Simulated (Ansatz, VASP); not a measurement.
# Si127C (amorphous Si) in two plane-wave programs, part 2 of 2

One calculation is typed for both programs; each brings its own data sets. How far apart do they land? Of the first pair: The structure shown is the start of the Ansatz relaxation below; VASP solves that cell, so the two are compared at the walk's first step.

VASP 6.6.1 and Ansatz 0.2.0.

So far. Step 3 (VASP: single point, PBE, start cell, pair 1): The run ends at a pressure of 0.48 GPa, with forces up to 2.9 eV/Å.

**6. VASP: single point, PBE, relaxed cell, pair 2**

Level of this step: PBE; plane waves and PAW (Si, C) (VASP).

The same cell, functional, mesh and smearing now go to VASP, with its own data sets.

INCAR

```
SYSTEM = Si127C
PREC = Accurate
ENCUT = 520
EDIFF = 1E-06
NELM = 120
ISMEAR = 0
SIGMA = 0.05
LREAL = Auto
ALGO = Normal
GGA = PE
NBANDS = 352
LORBIT = 11
LWAVE = .FALSE.
LCHARG = .FALSE.
ISIF = 2
LASPH = .TRUE.
GGA_COMPAT = .FALSE.
EFERMI = MIDGAP
NCORE = 4
```

POSCAR

```
Si127C
1.0
   13.7050000000      0.0000000000      0.0000000000
    0.0000000000     13.7050000000      0.0000000000
    0.0000000000      0.0000000000     13.7050000000
Si C
127 1
Direct
    0.6619600000      0.0938000000      0.8394000000
    0.3082800000      0.3438900000      0.8777200000
    0.9193100000      0.6920400000      0.5574600000
    0.7023900000      0.6139800000      0.5386400000
    0.9257900000      0.6490600000      0.8441900000
[... 1 atom line left out ...]
    0.3651100000      0.8460200000      0.5423300000
[... 1 atom line left out ...]
    0.5868300000      0.8302900000      0.6806300000
[... 2 atom lines left out ...]
    0.7508200000      0.7880100000      0.6706400000
    0.0067800000      0.7148800000      0.4127500000
[... 4 atom lines left out ...]
    0.7415900000      0.4929700000      0.4187300000
[... 2 atom lines left out ...]
    0.5104200000      0.8120000000      0.8361900000
[... 1 atom line left out ...]
    0.7149000000      0.5261000000      0.6898400000
    0.8496800000      0.9864100000      0.5184600000
[... 4 atom lines left out ...]
    0.9904700000      0.5296100000      0.5885300000
[... 5 atom lines left out ...]
    0.9138400000      0.4840100000      0.4390100000
[... 3 atom lines left out ...]
    0.1598600000      0.5896600000      0.5512200000
    0.9875500000      0.8140000000      0.6521500000
[... 1 atom line left out ...]
    0.0496300000      0.8149800000      0.2419800000
[... 7 atom lines left out ...]
    0.4856800000      0.4566500000      0.4877000000
    0.7964800000      0.7009800000      0.2323600000
    0.5715800000      0.8353400000      0.2709500000
[... 7 atom lines left out ...]
    0.0196500000      0.9968100000      0.4700900000
[... 1 atom line left out ...]
    0.8863900000      0.5339600000      0.7242500000
[... 4 atom lines left out ...]
    0.7412700000      0.8544400000      0.2901400000
    0.1114100000      0.8723700000      0.5517700000
[... 2 atom lines left out ...]
    0.4647000000      0.9801600000      0.5071700000
[... 6 atom lines left out ...]
    0.0368600000      0.7730300000      0.8074700000
    0.8279500000      0.9823900000      0.1979700000
[... 2 atom lines left out ...]
    0.9446400000      0.8694000000      0.3700800000
    0.4922900000      0.9726600000      0.3418700000
[... 4 atom lines left out ...]
    0.6628500000      0.5803500000      0.8506000000
[... 1 atom line left out ...]
    0.8861300000      0.0184700000      0.8173400000
[... 5 atom lines left out ...]
    0.7691000000      0.7135600000      0.8240800000
    0.4132900000      0.6118000000      0.7103700000
[... 2 atom lines left out ...]
    0.4722900000      0.7279900000      0.5998300000
    0.5406600000      0.6246000000      0.4843800000
    0.6875000000      0.3620200000      0.6385800000
    0.5411100000      0.6697400000      0.3216700000
    0.9220300000      0.6106800000      0.3150400000
[... 1 atom line left out ...]
    0.7932600000      0.8378500000      0.4522100000
    0.6346600000      0.3654800000      0.4743900000
[... 2 atom lines left out ...]
    0.5986400000      0.9860100000      0.6065000000
    0.8588300000      0.9232800000      0.6752100000
[... 3 atom lines left out ...]
    0.7214000000      0.0929000000      0.5519400000
[... 3 atom lines left out ...]
    0.1653000000      0.7380500000      0.4592000000
[... 6 atom lines left out ...]
    0.6805400000      0.5761400000      0.2708800000
[... 1 atom line left out ...]
    0.7825600000      0.7288800000      0.5447800000
```

KPOINTS

```
Automatic mesh
0
Gamma
1 1 1
0 0 0
```

The projector-augmented-wave data sets are Si and C (PBE family, release 64).

On the command line:

```console
> mpirun -np 16 vasp_gam
```

Numbers of over 12 decimals in the logs are rounded to 6 here.

The program printed:

```text
[... set-up lines as in an earlier step ...]
 entering main loop
       N       E                     dE             d eps       ncg     rms          rms(c)
DAV:   1     0.250059933976E+04    0.25006E+04   -0.22220E+05   704   0.128E+03
DAV:   2    -0.351788906114E+03   -0.28524E+04   -0.26653E+04   896   0.215E+02
DAV:   3    -0.664099662013E+03   -0.31231E+03   -0.30125E+03   872   0.618E+01
DAV:   4    -0.675620236461E+03   -0.11521E+02   -0.11361E+02   872   0.136E+01
[...]
DAV:  18    -0.661397594393E+03   -0.14818E-04   -0.12321E-05   784   0.644E-03    0.779E-03
DAV:  19    -0.661397598339E+03   -0.39465E-05   -0.60360E-06   776   0.393E-03    0.443E-03
DAV:  20    -0.661397598080E+03    0.25899E-06   -0.62194E-06   912   0.360E-03
   1 F= -.66139760E+03 E0= -.66139339E+03  d E =-.840721E-02
```

Parts of OUTCAR (step 6):

```text
  FREE ENERGIE OF THE ION-ELECTRON SYSTEM (eV)
  ---------------------------------------------------
  free  energy   TOTEN  =      -661.3975980803 eV

  energy  without entropy=     -661.3891908717  energy(sigma->0) =     -661.39339448
```

The run ends at a pressure of 0.47 GPa, with forces up to 0.046 eV/Å.

**7. Side by side**

Both answers:

| quantity | Ansatz | VASP | difference |
| --- | --- | --- | --- |
| gap on the k mesh (eV) | 0.138 | 0.138 | 0.000 |

At this near-relaxed geometry the largest component of a force difference is 13 meV/Å. A gap on the mesh is an upper bound, since the band edges may lie between its points.

**8. Ansatz: relaxation, PBE**

The two programs are compared at the cell with which this relaxation starts, whose forces are those of its first step.

The structure compared here is the start of the Ansatz relaxation; VASP solves that cell, so the two are compared at the walk's first step.

input.yaml

```yaml
crystal:
  lattice:
    - [13.705, 0.0, 0.0]
    - [0.0, 13.705, 0.0]
    - [0.0, 0.0, 13.705]
  atoms:
    - { symbol: Si, position: [0.66107, 0.09088, 0.83922] }
    - { symbol: Si, position: [0.30813, 0.34331, 0.878] }
[... 5 atom lines left out ...]
    - { symbol: Si, position: [0.74888, 0.50365, 0.99221] }
[... 2 atom lines left out ...]
    - { symbol: Si, position: [0.26661, 0.18389, 0.9504] }
[... 3 atom lines left out ...]
    - { symbol: Si, position: [0.83535, 0.36911, 0.23234] }
[... 2 atom lines left out ...]
    - { symbol: Si, position: [0.73836, 0.48387, 0.41731] }
[... 7 atom lines left out ...]
    - { symbol: Si, position: [0.3312, 0.36911, 0.44122] }
[... 6 atom lines left out ...]
    - { symbol: Si, position: [0.40363, 0.22567, 0.35147] }
[... 3 atom lines left out ...]
    - { symbol: Si, position: [0.90754, 0.11993, 0.26718] }
    - { symbol: Si, position: [0.89653, 0.60058, 0.00305] }
    - { symbol: Si, position: [0.51119, 0.24649, 0.01413] }
[... 2 atom lines left out ...]
    - { symbol: Si, position: [0.55193, 0.13309, 0.3059] }
[... 2 atom lines left out ...]
    - { symbol: Si, position: [0.74939, 0.08172, 0.06727] }
[... 3 atom lines left out ...]
    - { symbol: Si, position: [0.7002, 0.45385, 0.15322] }
    - { symbol: Si, position: [0.92072, 0.24599, 0.14789] }
    - { symbol: Si, position: [0.47827, 0.44942, 0.48672] }
    - { symbol: Si, position: [0.79699, 0.70381, 0.23631] }
[... 1 atom line left out ...]
    - { symbol: Si, position: [0.5771, 0.26545, 0.7364] }
[... 2 atom lines left out ...]
    - { symbol: Si, position: [0.97343, 0.47208, 0.23773] }
[... 2 atom lines left out ...]
    - { symbol: Si, position: [0.6049, 0.157, 0.13853] }
[... 1 atom line left out ...]
    - { symbol: Si, position: [0.67107, 0.19951, 0.42061] }
[... 3 atom lines left out ...]
    - { symbol: Si, position: [0.37023, 0.61379, 0.97805] }
[... 3 atom lines left out ...]
    - { symbol: Si, position: [0.42284, 0.33131, 0.75108] }
    - { symbol: Si, position: [0.36864, 0.71321, 0.12095] }
[... 1 atom line left out ...]
    - { symbol: Si, position: [0.63999, 0.25181, 0.89584] }
[... 4 atom lines left out ...]
    - { symbol: Si, position: [0.7813, 0.34805, 0.92593] }
[... 1 atom line left out ...]
    - { symbol: Si, position: [0.82956, 0.98652, 0.18888] }
[... 3 atom lines left out ...]
    - { symbol: Si, position: [0.49164, 0.97337, 0.34089] }
[... 3 atom lines left out ...]
    - { symbol: Si, position: [0.29226, 0.42527, 0.17908] }
    - { symbol: Si, position: [0.6611, 0.58054, 0.8531] }
    - { symbol: Si, position: [0.20476, 0.27714, 0.20807] }
[... 1 atom line left out ...]
    - { symbol: Si, position: [0.49583, 0.63959, 0.861] }
[... 3 atom lines left out ...]
    - { symbol: Si, position: [0.84848, 0.2089, 0.99954] }
[... 7 atom lines left out ...]
    - { symbol: Si, position: [0.54181, 0.66836, 0.32111] }
[... 1 atom line left out ...]
    - { symbol: Si, position: [0.37394, 0.67071, 0.28551] }
[... 1 atom line left out ...]
    - { symbol: Si, position: [0.63057, 0.36029, 0.47563] }
[... 4 atom lines left out ...]
    - { symbol: Si, position: [0.28682, 0.45795, 0.00661] }
    - { symbol: Si, position: [0.35408, 0.02626, 0.13936] }
[... 6 atom lines left out ...]
    - { symbol: Si, position: [0.84248, 0.2819, 0.66958] }
[... 1 atom line left out ...]
    - { symbol: Si, position: [0.07427, 0.17485, 0.52459] }
    - { symbol: Si, position: [0.83182, 0.24503, 0.36632] }
    - { symbol: Si, position: [0.47884, 0.97577, 0.02986] }
    - { symbol: Si, position: [0.331, 0.19563, 0.11492] }
    - { symbol: Si, position: [0.68231, 0.57604, 0.27211] }
    - { symbol: Si, position: [0.23956, 0.5667, 0.27145] }
kpoints:
  mp_grid: { grid: [1, 1, 1] }
hamiltonian:
  xc: pbe
scf:
  occupations: { method: gaussian, width: 0.05 }
output:
  forces: true
  eigenvalues: true
relax:
  f_tol: 0.05
  max_steps: 90
```

On the command line:

```console
> ansatz run input.yaml --threads 4 --pin off --max-ram 8192MiB --backend cpu --events-out ev --progress --plain --runs-dir out
```

The program printed:

```text
[...]
Crystal: 128 atoms, lattice volume = 2574.169 Å³
Basis set: ecut = 420 eV, 50301 PW (Γ), exchange–correlation on 192×192×192 points (8 copies of the dense FFT grid, shifted against one another)
Bands: 384, of which v1, the nominal top of the filled ones, is band 256 counted from 1 (255 counted from 0)
Symmetry: 1 space group operations
[...]
k-points: 1
[...]
- { symbol: Si, position: [0.329550, 0.370486, 0.437525] }
    - { symbol: Si, position: [0.161400, 0.152616, 0.675561] }
    - { symbol: Si, position: [0.321294, 0.221866, 0.660678] }
    - { symbol: Si, position: [0.993064, 0.525020, 0.590840] }
    - { symbol: Si, position: [0.283003, 0.121955, 0.385789] }
[...]
- { symbol: C, position: [0.579397, 0.321762, 0.143044] }
[...]
- { symbol: Si, position: [0.479564, 0.974935, 0.025353] }
    - { symbol: Si, position: [0.345272, 0.199322, 0.109479] }
    - { symbol: Si, position: [0.674347, 0.562582, 0.265553] }
    - { symbol: Si, position: [0.241441, 0.565529, 0.267075] }
```

**9. VASP: single point, PBE, start cell, pair 3**

The same cell, functional, mesh and smearing now go to VASP, with its own data sets.

INCAR is that of step 6.

POSCAR

```
Si127C
1.0
   13.7050000000      0.0000000000      0.0000000000
    0.0000000000     13.7050000000      0.0000000000
    0.0000000000      0.0000000000     13.7050000000
Si C
127 1
Direct
    0.6610726012      0.0908792412      0.8392192630
    0.3081284203      0.3433126596      0.8780007297
[... 5 atom lines left out ...]
    0.7488799708      0.5036483035      0.9922072236
[... 2 atom lines left out ...]
    0.2666107260      0.1838890916      0.9503976651
[... 3 atom lines left out ...]
    0.8353520613      0.3691134622      0.2323385626
[... 2 atom lines left out ...]
    0.7383582634      0.4838672018      0.4173075520
[... 7 atom lines left out ...]
    0.3312002919      0.3691134622      0.4412185334
[... 6 atom lines left out ...]
    0.4036264137      0.2256694637      0.3514702663
[... 3 atom lines left out ...]
    0.9075373951      0.1199270339      0.2671798614
    0.8965268150      0.6005764320      0.0030499818
    0.5111929953      0.2464866837      0.0141335279
[... 2 atom lines left out ...]
    0.5519299526      0.1330901131      0.3059029551
[... 2 atom lines left out ...]
    0.7493907333      0.0817219993      0.0672674206
[... 3 atom lines left out ...]
    0.7001970084      0.4538489602      0.1532214520
    0.9207223641      0.2459905144      0.1478876323
    0.4782707041      0.4494199197      0.4867201751
    0.7969865013      0.7038088289      0.2363079168
[... 1 atom line left out ...]
    0.5771032470      0.2654505655      0.7364027727
[... 2 atom lines left out ...]
    0.9734330536      0.4720831813      0.2377307552
[... 2 atom lines left out ...]
    0.6049033200      0.1570010945      0.1385333820
[... 1 atom line left out ...]
    0.6710689529      0.1995111273      0.4206129150
[... 3 atom lines left out ...]
    0.3702298431      0.6137905874      0.9780518059
[... 3 atom lines left out ...]
    0.4228383802      0.3313097410      0.7510835462
    0.3686391828      0.7132068588      0.1209485589
[... 1 atom line left out ...]
    0.6399927034      0.2518132069      0.8958409340
[... 4 atom lines left out ...]
    0.7812987961      0.3480481576      0.9259321416
[... 1 atom line left out ...]
    0.8295585553      0.9865231667      0.1888799708
[... 3 atom lines left out ...]
    0.4916380883      0.9733673842      0.3408901861
[... 3 atom lines left out ...]
    0.2922582999      0.4252681503      0.1790806275
    0.6611017877      0.5805399489      0.8530974097
    0.2047573878      0.2771397300      0.2080700474
[... 1 atom line left out ...]
    0.4958336374      0.6395913900      0.8609996352
[... 3 atom lines left out ...]
    0.8484786574      0.2089018606      0.9995403138
[... 7 atom lines left out ...]
    0.5418095586      0.6683619117      0.3211090843
[... 1 atom line left out ...]
    0.3739365195      0.6707114192      0.2855089383
[... 1 atom line left out ...]
    0.6305727837      0.3602918643      0.4756293324
[... 4 atom lines left out ...]
    0.2868223276      0.4579496534      0.0066107260
    0.3540824517      0.0262604889      0.1393578986
[... 6 atom lines left out ...]
    0.4238088289      0.3160014593      0.2049908792
[... 1 atom line left out ...]
    0.8318205035      0.2450273623      0.3663188617
    0.4788398395      0.9757679679      0.0298577162
    0.3310032835      0.1956293324      0.1149215615
    0.6823130244      0.5760379424      0.2721123677
    0.2395622036      0.5666982853      0.2714483765
    0.5845603794      0.3285370303      0.1466472090
```

KPOINTS is that of step 6.

On the command line:

```console
> mpirun -np 16 vasp_gam
```

The program printed:

```text
[... set-up lines as in an earlier step ...]
 entering main loop
       N       E                     dE             d eps       ncg     rms          rms(c)
DAV:   1     0.249738034556E+04    0.24974E+04   -0.22220E+05   704   0.128E+03
DAV:   2    -0.347311296674E+03   -0.28447E+04   -0.26559E+04   888   0.214E+02
DAV:   3    -0.660504915515E+03   -0.31319E+03   -0.30210E+03   872   0.618E+01
DAV:   4    -0.672006298611E+03   -0.11501E+02   -0.11317E+02   864   0.135E+01
[...]
DAV:  17    -0.658552011533E+03   -0.59402E-05   -0.59282E-06   848   0.338E-03    0.362E-03
DAV:  18    -0.658552013599E+03   -0.20657E-05   -0.14612E-06   520   0.181E-03    0.186E-03
DAV:  19    -0.658552014335E+03   -0.73606E-06   -0.92541E-07   528   0.158E-03
   1 F= -.65855201E+03 E0= -.65855041E+03  d E =-.321364E-02
```

Parts of OUTCAR (step 9):

```text
  FREE ENERGIE OF THE ION-ELECTRON SYSTEM (eV)
  ---------------------------------------------------
  free  energy   TOTEN  =      -658.5520143346 eV

  energy  without entropy=     -658.5488006968  energy(sigma->0) =     -658.55040752
```

The run ends at a pressure of 0.57 GPa, with forces up to 2.5 eV/Å.

**10. Comparison**

Forces on 7 of the 128 atoms, those with the largest forces and the largest differences (eV/Å; atoms numbered as in POSCAR):

| atom | Ansatz x, y, z | VASP x, y, z |
| --- | --- | --- |
| Si15 | -0.107, -0.022, -0.025 | -0.098, -0.023, -0.028 |
| Si39 | 0.905, 0.824, 1.699 | 0.909, 0.821, 1.695 |
| Si42 | 0.075, 0.095, 0.005 | 0.075, 0.094, 0.006 |
| Si49 | -1.601, -1.881, -0.059 | -1.597, -1.877, -0.057 |
| Si60 | -0.447, 1.916, -0.101 | -0.442, 1.913, -0.100 |
| Si121 | 2.150, 0.134, -0.917 | 2.138, 0.133, -0.915 |
| C128 | -1.189, -1.208, -0.633 | -1.192, -1.206, -0.625 |

The forces differ by 2.8 meV/Å r.m.s., which is 1.1 % of the r.m.s. force of 0.245 eV/Å (both taken over all components).

**11. Outcome**

| Quantity | Value |
| --- | --- |
| r.m.s. force difference (single point, PBE, start cell, pair 1) | 1.1 % of the r.m.s. force |
| difference in gap on the k mesh (single point, PBE, relaxed cell, pair 2) | 4.7e-4 eV |
| r.m.s. force difference (single point, PBE, start cell, pair 3) | 1.1 % of the r.m.s. force |

What this shows: The r.m.s. force difference is 1.1 % of the r.m.s. force (single point, PBE, start cell, pair 3), within the 3 % picked in this series as the mark of a large difference. 1 further run of this series is not shown here. How closely two codes agree says nothing of how well the functional describes the real material.

[Lines on the potential files, build, host, timing and source positions are cut from VASP's logs without a mark.]

[Logs are printed without paths, hosts, clocks, repeated set-up lines and the standing remarks that a program may print on its own settings, such as how far it seeks lower states.]

[Hosts, paths, dates, database ids (printed as entryN), source tags and the programs' standing remarks are cut or masked in the printed files.]
